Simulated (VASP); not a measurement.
```yaml
crystal:
  lattice:
    - [4.50708, 0.00000, 0.00000]
    - [-2.25354, 3.90325, 0.00000]
    - [0.00000, 0.00000, 7.38156]
  atoms:
    - { symbol: Ho, position: [0.66667, 0.33333, 0.00000] }
    - { symbol: Ho, position: [0.33333, 0.66667, 0.50000] }
    - { symbol: As, position: [0.66667, 0.33333, 0.62520] }
    - { symbol: As, position: [0.33333, 0.66667, 0.12520] }
```

Calculation: PBE GGA, VASP's PBE PAW potentials (set 64) (plane waves; VASP 6.6.1). Run with 400 eV cut-off, 4×4×3 Γ-centred mesh, Gaussian smearing of 0.050 eV, potentials Ho_3 As.

The 4f electrons are frozen in the core of the lanthanide potential, so 4f levels, which can set the real gap, and their magnetism are missing.

### Question
Which forces act on the atoms, in eV/Å?

### Answer

```csv
atom,Fx,Fy,Fz
Ho1,0.000,0.000,0.143
Ho2,0.000,0.000,0.143
As3,0.000,0.000,-0.143
As4,0.000,0.000,-0.143
```

### Question
Give the stress tensor in GPa (positive for a compressed cell).

### Answer

```
 1.80   0.00   0.00
 0.00   1.80   0.00
 0.00   0.00  -0.11
```
The pressure is its mean diagonal, 1.16 GPa.

The structure was generated: HoAs was put into the wurtzite type (P6_3mc), which need not be its known phase. The cell was not relaxed at this level.
